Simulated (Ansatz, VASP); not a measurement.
**SnH2 (CdI2 type (invented)) in two plane-wave programs**

One calculation is typed for both programs; each brings its own data sets. How far apart do they land? The cell is generated by rule, not measured, and may not be a known phase. The cell is taken from a series of runs on this material, whose earlier steps may have relaxed, scaled, displaced or heated it; both programs get it as it stands.

Main program and level: Ansatz 0.2.0; plane waves, with VASP 6.6.1 beside it; relaxation of cell and atoms at LDA.

## (1) Set-up

It takes space group P-3m1 (No. 164, trigonal). The conventional cell has a = 3.610 Å, b = 3.610 Å, c = 3.039 Å, α = 90.00°, β = 90.00°, γ = 120.00°. Nearest to Sn lie 6 H at 2.18 Å. Nearest to H lie 3 Sn at 2.18 Å. Farther neighbours are not listed.

## (2) VASP: relaxation of cell and atoms, LDA

The relaxed volume is the usual yardstick between codes: in a stiff, nearly cubic crystal its relative difference is about their pressure difference at one cell divided by the bulk modulus.

Lines of VASP's logs that name or quote its potential files are left out, and so is its time.

File INCAR:

```
SYSTEM = SnH2
PREC = Accurate
ENCUT = 500
EDIFF = 1E-07
NELM = 120
ISMEAR = 0
SIGMA = 0.1
LREAL = .FALSE.
ALGO = Normal
GGA = CA
NBANDS = 14
LORBIT = 11
LWAVE = .FALSE.
LCHARG = .FALSE.
ISIF = 3
IBRION = 2
NSW = 80
EDIFFG = -0.005
LASPH = .TRUE.
GGA_COMPAT = .FALSE.
NELMIN = 4
```

File POSCAR:

```
SnH2
1.0
    3.6103510000      0.0000000000      0.0000000000
   -1.8051750000      3.1266550000      0.0000000000
    0.0000000000      0.0000000000      3.0390190000
Sn H
1 2
Direct
    0.0000000000      0.0000000000      0.0000000000
    0.3333332943      0.6666667733      0.2131441100
    0.6666664287      0.3333332267      0.7868558900
```

File KPOINTS:

```
Automatic mesh
0
Gamma
15 15 14
0 0 0
```

The projector-augmented-wave data sets are Sn_d and H (LDA family, release 64).

On the command line:

```bash
mpirun -np 1 vasp_std
```

Numbers of over 12 decimals in the logs are rounded to 6 here.

The log of the run:

```text
[banner, memory and clock lines left out]
running    1 mpi-ranks, on    1 nodes
 distrk:  each k-point on    1 cores,    1 groups
 distr:  one band on    1 cores,    1 groups

 POSCAR found type information on POSCAR SnH
 POSCAR found :  2 types and       3 ions
 LDA part: xc-table for (Slater(with rela. corr.)+CA(PZ))
 , standard interpolation
 POSCAR, INCAR and KPOINTS ok, starting setup
 FFT: planning ... GRIDC
 FFT: planning ... GRID_SOFT
 FFT: planning ... GRID
 WAVECAR not read
 entering main loop
       N       E                     dE             d eps       ncg     rms          rms(c)
DAV:   1     0.874486439662E+02    0.87449E+02   -0.77758E+03  9510   0.156E+03
DAV:   2    -0.375809889357E+01   -0.91207E+02   -0.87197E+02  9900   0.351E+02
DAV:   3    -0.104611171352E+02   -0.67030E+01   -0.66653E+01 11406   0.787E+01
DAV:   4    -0.106074779767E+02   -0.14636E+00   -0.14633E+00 10742   0.125E+01
DAV:   5    -0.106126596273E+02   -0.51817E-02   -0.51816E-02 12868   0.229E+00    0.366E+00
DAV:   6    -0.102960440425E+02    0.31662E+00   -0.17482E-01 13042   0.561E+00    0.178E+00
DAV:   7    -0.102299419760E+02    0.66102E-01   -0.13693E-01 12902   0.312E+00    0.336E-01
DAV:   8    -0.102295507716E+02    0.39120E-03   -0.22675E-02 11424   0.188E+00    0.118E-01
DAV:   9    -0.102293519687E+02    0.19880E-03   -0.76959E-04 13922   0.411E-01    0.564E-02
DAV:  10    -0.102293637164E+02   -0.11748E-04   -0.10202E-04 11172   0.919E-02    0.191E-02
DAV:  11    -0.102293656386E+02   -0.19222E-05   -0.55678E-06 11790   0.198E-02    0.635E-03
DAV:  12    -0.102293648610E+02    0.77756E-06   -0.11176E-06 11168   0.846E-03    0.501E-04
DAV:  13    -0.102293648733E+02   -0.12282E-07   -0.19276E-07 10064   0.291E-03
   1 F= -.10229365E+02 E0= -.10227853E+02  d E =-.102294E+02
[... from here on, the cycles between the ionic steps are left out ...]
   2 F= -.10232759E+02 E0= -.10231308E+02  d E =-.339366E-02
   3 F= -.10234293E+02 E0= -.10232903E+02  d E =-.492855E-02
   4 F= -.10235720E+02 E0= -.10234256E+02  d E =-.142638E-02
   5 F= -.10236308E+02 E0= -.10234744E+02  d E =-.201417E-02
   6 F= -.10236451E+02 E0= -.10234872E+02  d E =-.143253E-03
   7 F= -.10236673E+02 E0= -.10235057E+02  d E =-.365581E-03
   8 F= -.10236771E+02 E0= -.10235142E+02  d E =-.980947E-04
   9 F= -.10236773E+02 E0= -.10235142E+02  d E =-.100314E-03
 curvature:  -2.07 expect dE=-0.466E-04 dE for cont linesearch -0.429E-08
 trial: gam= 0.42942 g(F)=  0.223E-05 g(S)=  0.203E-04 ort = 0.584E-06 (trialstep = 0.204E+01)
 search vector abs. value=  0.534E-04
 bond charge predicted
       N       E                     dE             d eps       ncg     rms          rms(c)
DAV:   1    -0.102370196518E+02   -0.24607E-03   -0.66350E-03 10326   0.128E+00    0.782E-02
DAV:   2    -0.102368499396E+02    0.16971E-03   -0.33578E-04 11796   0.339E-01    0.358E-02
DAV:   3    -0.102368054709E+02    0.44469E-04   -0.11381E-04 12834   0.196E-01    0.529E-03
DAV:   4    -0.102368038238E+02    0.16470E-05   -0.69774E-06 11400   0.372E-02    0.171E-03
DAV:   5    -0.102368036649E+02    0.15893E-06   -0.28231E-07 11664   0.657E-03    0.737E-04
DAV:   6    -0.102368036404E+02    0.24553E-07   -0.33678E-08  5292   0.230E-03
  10 F= -.10236804E+02 E0= -.10235174E+02  d E =-.301585E-04
 trial-energy change:   -0.000030  1 .order   -0.000030   -0.000046   -0.000014
 step:   2.9461(harm=  2.9461)  dis= 0.00307  next Energy=   -10.236807 (dE=-0.335E-04)
 reached required accuracy - stopping structural energy minimisation
```

Parts of OUTCAR (step 2):

```text
ion  position               nearest neighbor table
   1  0.000  0.000  0.000-   2 2.18   3 2.18   2 2.18   3 2.18   3 2.18   2 2.18
   2  0.333  0.667  0.213-   1 2.18   1 2.18   1 2.18
   3  0.667  0.333  0.787-   1 2.18   1 2.18   1 2.18

  LATTYP: Found a hexagonal cell.
 ALAT       =     3.6103510000
 C/A-ratio  =     0.8417516746

 Subroutine GETGRP returns: Found 12 space group operations
 (whereof 12 operations were pure point group operations)

The static configuration has the point symmetry D_3d.

 Found    330 irreducible k-points:

   k-points           NKPTS =    330   k-points in BZ     NKDIM =    330   number of bands    NBANDS=     14

   dimension x,y,z NGX =    28 NGY =   28 NGZ =   24
   dimension x,y,z NGXF=    56 NGYF=   56 NGZF=   48

   ENCUT  =  500.0 eV  36.75 Ry    6.06 a.u.   6.58  6.58  5.54*2*pi/ulx,y,z

   NELECT =      16.0000    total number of electrons

 k-points in reciprocal lattice and weights: Automatic mesh
   0.00000000  0.00000000  0.00000000       0.000
   0.06666667  0.00000000  0.00000000       0.002
   0.13333333  0.00000000  0.00000000       0.002
   0.20000000  0.00000000  0.00000000       0.002
   0.26666667  0.00000000  0.00000000       0.002
   0.33333333  0.00000000  0.00000000       0.002
   0.40000000  0.00000000  0.00000000       0.002
   0.46666667  0.00000000  0.00000000       0.002
   0.06666667  0.06666667  0.00000000       0.002
[...]
0.33333333  0.26666667  0.50000000       0.004
   0.33333333  0.33333333  0.50000000       0.001

 average (electrostatic) potential at core
       1-100.4900       2 -29.9510       3 -29.9510

 E-fermi :   6.1549

 k-point     1 :       0.0000    0.0000    0.0000
  band No.  band energies     occupation
    ...
      3     -15.1769      2.00000
      4     -15.0556      2.00000
      5     -15.0556      2.00000
      6      -5.6100      2.00000
      7       5.4202      2.00000
      8       9.9046      0.00000
      9      10.1306      0.00000
     10      10.1307      0.00000
     11      12.5178      0.00000
     12      14.0576      0.00000
    ...

 k-point     2 :       0.0667    0.0000    0.0000
  band No.  band energies     occupation
    ...
      3     -15.1729      2.00000
      4     -15.0573      2.00000
      5     -15.0560      2.00000
      6      -5.5385      2.00000
      7       5.3761      2.00000
      8       8.4923      0.00000
      9       9.9080      0.00000
     10      11.2835      0.00000
     11      12.3699      0.00000
     12      14.1137      0.00000
    ...

 k-point     3 :       0.1333    0.0000    0.0000
  band No.  band energies     occupation
    ...
      3     -15.1614      2.00000
      4     -15.0620      2.00000
      5     -15.0570      2.00000
      6      -5.3240      2.00000
      7       5.1547      2.00000
      8       7.0397      0.00000
      9       9.3947      0.00000
     10      11.5938      0.00000
     11      12.9407      0.00000
     12      14.2831      0.00000
    ...

  Total       -0.0063622     -0.0063622     -0.0117004     -0.0000000      0.0000000      0.0000000
  in kB       -0.2962156     -0.2962155     -0.5447560     -0.0000000      0.0000000      0.0000000
  external PRESSURE =      -0.3790624 kB  Pullay stress =       0.0000000 kB

  energy-cutoff  :      500.00
  volume of cell :       34.41
      direct lattice vectors                 reciprocal lattice vectors
     3.564093719 -0.000000007 -0.000000000     0.280576236  0.161990755 -0.000000000
    -1.782046372  3.086595050  0.000000000     0.000000001  0.323981599 -0.000000000
    -0.000000000  0.000000000  3.128106505     0.000000000 -0.000000000  0.319682210

 POSITION                                       TOTAL-FORCE (eV/Angst)
 -----------------------------------------------------------------------------------
     -0.00000      0.00000      0.00000        -0.000000     -0.000000     -0.000000
     -0.00000      2.05773      0.68684        -0.000000      0.000000      0.000810
      1.78205      1.02886      2.44127         0.000000     -0.000000     -0.000810
 -----------------------------------------------------------------------------------
    total drift:                                0.000011     -0.000000     -0.000000

  FREE ENERGIE OF THE ION-ELECTRON SYSTEM (eV)
  ---------------------------------------------------
  free  energy   TOTEN  =       -10.2368036404 eV

  energy  without entropy=      -10.2335441617  energy(sigma->0) =      -10.23517390

 reached required accuracy - stopping structural energy minimisation

 total charge
# of ion       s       p       d       tot
------------------------------------------
    1        1.287   0.905  10.032  12.224
    2        0.474   0.010   0.000   0.484
    3        0.474   0.010   0.000   0.484
--------------------------------------------------
tot          2.235   0.925  10.032  13.192

[... 3 further parts left out ...]
```

CONTCAR:

```
SnH2
   1.00000000000000
     3.5640937190916802   -0.0000000074568817   -0.0000000000000000
    -1.7820463724098909    3.0865950497292718    0.0000000000000000
    -0.0000000000000001    0.0000000000000001    3.1281065054666097
  Sn              H
     1     2
Direct
     0.0000000000000000    0.0000000000000000    0.0000000000000000
     0.3333332942999974    0.6666667733000011    0.2195692908641165
     0.6666664286999975    0.3333332266999989    0.7804307091358834
```

## (3) Ansatz: relaxation of cell and atoms, LDA

Ansatz runs on its default PAW (the set named soft_2) files.

The same cell, functional (in two slightly different forms), mesh and smearing now go to Ansatz, which takes its cutoff from its data sets.

File input.yaml:

```yaml
crystal:
  lattice:
    - [3.6103505067, -3.136e-07, 0.0]
    - [-1.8051749817, 3.1266554121, 0.0]
    - [0.0, 0.0, 3.0390187952]
  atoms:
    - { symbol: Sn, position: [0.0, 0.0, 0.0] }
    - { symbol: H, position: [0.3333333333, 0.6666666667, 0.2131440751] }
    - { symbol: H, position: [0.6666666667, 0.3333333333, 0.7868559249] }
kpoints:
  mp_grid: { grid: [15, 15, 14] }
hamiltonian:
  xc: lda
scf:
  occupations: { method: gaussian, width: 0.1 }
output:
  forces: true
  stress: true
  eigenvalues: true
relax:
  adjacent_minimum: "off"
  f_tol: 0.005
  max_steps: 80
  cell: { stress_tol: 0.05 }
```

On the command line:

```bash
ansatz run input.yaml --threads 2 --pin off --max-ram 5120MiB --backend cpu --events-out ev --progress --plain --runs-dir out
```

The log of the run:

```text
Engine: ansatz 0.2.0, aarch64-unknown-linux-gnu
Pseudopotentials: kind: paw
Pseudopotential: Sn, paw, valence charge 14, recommended cutoff 420 eV (normal), Sn.paw.azcp
Pseudopotential: H, paw, valence charge 1, recommended cutoff 420 eV (normal), H.paw.azcp
Functional definition: SPW92
  exchange = slater_x
  correlation = pw_c
Crystal: 3 atoms, lattice volume = 34.305 Å³
Basis set: ecut = 420 eV, 647 PW (Γ)
Bands: 12, of which v1, the nominal top of the filled ones, is band 8 counted from 1 (7 counted from 0)
Symmetry: 12 space group operations
Space group: P-3m1 (ITA 164), of the structure as read, at distance tolerance 3.2e-5 Å
k-points: 330 of 3150
Non-local potential: Sn, projectors of the file, l = 0: 2, l = 1: 2, l = 2: 2, l = 3: 2
Non-local potential: H, projectors of the file, l = 0: 2, l = 1: 1
PAW form: soft (Blöchl's): semilocal exchange-correlation on the pseudo side does not see the compensation charge
PAW frozen core: Sn, regenerated for the run's functional, and the local potential with it (the file was generated under x = pbe(κ = 0.804, μ = 0.219515), c = pbe(β = 0.066725))
PAW one-centre angular grid: Sn, 590 points (default); XC on 64 Gauss nodes
PAW one-centre angular grid: H, 110 points (default); XC on 64 Gauss nodes
Initial density: superposition of atomic densities (neutral atoms: chi_scale 0, normalization atom), corrected by the library's trained network
Initial wavefunctions: pseudopotential atomic-orbital guess
Functional: x = slater, c = lda
SCF iter   1: F=—  HF=-5909.541978 eV  |F-HF|=—  |Δ(HF+E_count)|=         —  Δρ=1.21e-2  dr2=4.04e-2  ethr=1.77e-3  ⟨swp⟩=5.1  Hψ=22389  notcnv=0
preconditioner: auto → none  [metal: Δε(μ)=0.003 eV  Ē_g=20.584 eV  σ=0.100 eV  W_gap=0.02  n_scr=8 (ndim 8)  ℏωp=25.4 eV  f_vac=0.000  D(μ)=0.61/eV (n_scr^D=0)  sad-step TF]
SCF iter   2: F=—  HF=-5909.529568 eV  |F-HF|=—  |Δ(HF+E_count)|=   1.24e-2  Δρ=6.00e-3  dr2=1.11e-2  ethr=2.52e-4  ⟨swp⟩=1.0  Hψ=6604  notcnv=0
SCF iter   3: F=—  HF=-5909.525236 eV  |F-HF|=—  |Δ(HF+E_count)|=   4.33e-3  Δρ=4.90e-4  dr2=3.53e-5  ethr=6.95e-5  ⟨swp⟩=2.3  Hψ=4988  notcnv=0
SCF iter   4: F=—  HF=-5909.525240 eV  |F-HF|=—  |Δ(HF+E_count)|=   4.72e-6  Δρ=4.90e-5  dr2=3.72e-7  ethr=2.21e-7  ⟨swp⟩=2.8  Hψ=6548  notcnv=0
SCF iter   5: F=—  HF=-5909.525241 eV  |F-HF|=—  |Δ(HF+E_count)|=   2.88e-7  Δρ=2.33e-5  dr2=1.53e-7  ethr=2.33e-9  ⟨swp⟩=2.0  Hψ=6530  notcnv=0
SCF iter   6: F=-5909.525241 eV  HF=-5909.525241 eV  |F-HF|=2.29e-10  |Δ(HF+E_count)|=   9.55e-8  Δρ=2.27e-6  dr2=8.02e-10  ethr=6.25e-10  ⟨swp⟩=6.0  Hψ=18445  notcnv=0
SCF 1 converged in 6 iterations: F = -5909.525241 eV  dr2 = 8.02e-10
  greatest PAW one-centre occupation: 0.993 electrons in one spin orbital (limit 2), on the Sn atom at site 0 (counted from 0), in its partial waves of l = 2
relax step   1: F+E_penalty+E_count = -5909.52524061 eV  Δ(F+E_penalty+E_count) = +0.000e0 eV  max|allowed force component| = 4.376e-3 eV/Å  Δτ_max = 0.0000 Å  P = -0.390 GPa  Ω = 34.305 Å³  (6 SCF iters, dr2 threshold 1.00e-7 eV, accepted)
[...]
relax step   2: F+E_penalty+E_count = -5909.53226142 eV  Δ(F+E_penalty+E_count) = -7.021e-3 eV  max|allowed force component| = 2.609e-2 eV/Å  Δτ_max = 0.0143 Å  P = +0.894 GPa  Ω = 34.016 Å³  energy of the carried Pulay correction = +3.564e-4 eV  (4 SCF iters, dr2 threshold 3.00e-7 eV, accepted)
[...]
relax step   3: F+E_penalty+E_count = -5909.53283989 eV  Δ(F+E_penalty+E_count) = -5.785e-4 eV  max|allowed force component| = 1.227e-3 eV/Å  Δτ_max = 0.0046 Å  P = -0.312 GPa  Ω = 34.633 Å³  energy of the carried Pulay correction = -1.700e-4 eV  (4 SCF iters, dr2 threshold 3.00e-7 eV, accepted)
[...]
relax step   4: F+E_penalty+E_count = -5909.53316780 eV  Δ(F+E_penalty+E_count) = -3.279e-4 eV  max|allowed force component| = 8.241e-3 eV/Å  Δτ_max = 0.0052 Å  P = +0.007 GPa  Ω = 34.417 Å³  energy of the carried Pulay correction = +1.163e-5 eV  (3 SCF iters, dr2 threshold 2.59e-7 eV, accepted)
[...]
relax step   5: F+E_penalty+E_count = -5909.53318260 eV  Δ(F+E_penalty+E_count) = -1.480e-5 eV  max|allowed force component| = 1.916e-3 eV/Å  Δτ_max = 0.0047 Å  P = +0.020 GPa  Ω = 34.437 Å³  energy of the carried Pulay correction = -6.042e-6 eV  (4 SCF iters, dr2 threshold 4.24e-9 eV, accepted)
[...]
relax step   6: F+E_penalty+E_count = -5909.53331555 eV  Δ(F+E_penalty+E_count) = -1.329e-4 eV  max|allowed force component| = 1.972e-3 eV/Å  Δτ_max = 0.0000 Å  P = +0.029 GPa  Ω = 34.437 Å³  stress off target by 4.06e-2 GPa  SCF on the basis re-selected at this cell (its energy is not comparable with the rows above)  (4 SCF iters)
basis re-selected at this cell: Δ(F+E_penalty+E_count) = -1.329e-4 eV, ΔP = +0.009 GPa vs the last step (what re-selecting the basis moved, of the pressure what is left beyond the Pulay correction that the steps carried, after the strain that the cell walked since its last selection, with what the two solves' SCF thresholds leave and, on support functions, any second-order correction that the steps lacked; it is no measure of the basis error at this ecutwfc). The dense FFT grid was sized anew with the basis: this SCF ran on 24×24×24 points, the steps before it on 25×25×24, so part of this shift can come from that change (see relax.cell in the input reference). [rest of the remark cut]
SCF converged after 4 iterations
Free energy (F): -5909.533316 eV
Harris-Foulkes:  -5909.533316 eV  (|F-HF|=9.09e-13)
Internal energy: -5909.530027 eV  (E = F + TS)
E sigma→0 (E₀):  -5909.531671 eV
Entropy (-TS):   -0.003289 eV (-1.096 meV/atom)
Fermi energy:    8.408487 eV
--- Per-component energies (eV) ---
  E_band       = -107.458264
  E_kinetic    = 213.446790
  E_local      = -947.000107  (includes V_loc(G=0)·N_el)
  E_nonlocal   = -25.529525
  E_hartree    = 563.914370
  E_xc         = -396.810353
  E_vxc        = -121.725455  (∫ρ·V_xc dr)
  E_paw        = -3994.707384  (= ΣΔE_a)
  E_vpaw       = -354.476666  (= ΣTr[D̂ρ^β])
  E_aug_tail   = -0.002085  (compensation charges beyond the density's cutoff)
  E_ewald      = -1323.266631
  E_core_change = 0.424898  (= ΣΔE_core)
  E_smearing   = -0.003289  (= −TS)
  E_closure    = -0.000000  (closes the sum)
  Σ components = -5909.533316   (vs F -5909.533316, Δ=0.00e0)
--- Forces (eV/Å), atoms counted from 1 ---
  atom   1  Sn     0.00000000     0.00000000     0.00000000
  atom   2  H      0.00000000    -0.00000000     0.00197223
  atom   3  H     -0.00000000     0.00000000    -0.00197223
  max |Σ_I F_I| component: 2.89e-19 eV/Å
--- Stress (GPa, compression-positive) ---
        0.023002      -0.000000       0.000000
       -0.000000       0.023002       0.000000
        0.000000       0.000000       0.040558
  P = ⅓ Tr σ = 0.0289 GPa (0.289 kbar)
--- Band table (eV; the first three rows and the last of 330) ---
  k-point 0: bands = [... 4 lower, -12.7854, -3.3570, 7.6759, 12.1522, 12.3985, 12.3985, 14.7654, 16.2840]
  k-point 1: bands = [... 4 lower, -12.7899, -3.2836, 7.4897, 12.1666, 12.4791, 12.4791, 13.8359, 16.8575]
  k-point 2: bands = [... 4 lower, -12.8025, -3.0644, 6.9124, 12.1330, 12.7156, 12.7156, 12.9776, 17.0488]
  k-point 329: bands = [... 4 lower, -12.7055, 4.2477, 4.2477, 4.2581, 6.8081, 10.2444, 10.2444, 20.2630]
--- Relaxed structure (5 steps of the walk, 5 accepted, 1 SCFs on fresh bases) ---
  F+E_penalty+E_count = -5909.53331555 eV   max|allowed force component| = 1.972e-3 eV/Å   (the final SCF, on the basis selected at the relaxed cell)
  cell:  # Å, volume = 34.4373 Å³
    - [3.563404, -3.0955891239987006e-7, 0]
    - [-1.781702, 3.085999, 0]
    - [0, 0, 3.131614]
  atoms:
    - { symbol: Sn, position: [0, 0, 0] }
    - { symbol: H, position: [0.333333, 0.666667, 0.219515] }
    - { symbol: H, position: [0.666667, 0.333333, 0.780485] }
```

## (4) Side by side

Known differences besides the potentials themselves: the two LDA forms differ slightly; the cutoff is 420 eV in Ansatz and 500 eV in VASP; VASP's log shows a relativistic correction to its local exchange, Ansatz's none; Ansatz adds a Pulay correction to the stress that steers its cell, VASP none. Total energies have different zeros and are not compared.

The two programs side by side:

```
                                         quantity  Ansatz   VASP  difference
                                      volume (Å³)   34.44  34.41     +0.07 %
edge a after relaxation, in the typed setting (Å)   3.563  3.564     -0.02 %
edge c after relaxation, in the typed setting (Å)   3.132  3.128     +0.11 %
```

## (5) What came out

```json
{"difference in edge c after relaxation, in the typed setting (relaxation of cell and atoms, LDA)": "0.11 %"}
```

**Reading.** The difference in edge c after relaxation, in the typed setting is 0.11 % (relaxation of cell and atoms, LDA), within the 1.2 % picked in this series as the mark of a large difference, as far as the stopping tolerances let one tell. How closely two codes agree says nothing of how well the functional describes the real material.

[Lines on the potential files, build, host, timing and source positions are cut from VASP's logs without a mark.]

[Logs are printed without paths, hosts, clocks, repeated set-up lines and the standing remarks that a program may print on its own settings, such as how far it seeks lower states.]

[Hosts, paths, dates, database ids (printed as entryN), source tags and the programs' standing remarks are cut or masked in the printed files.]
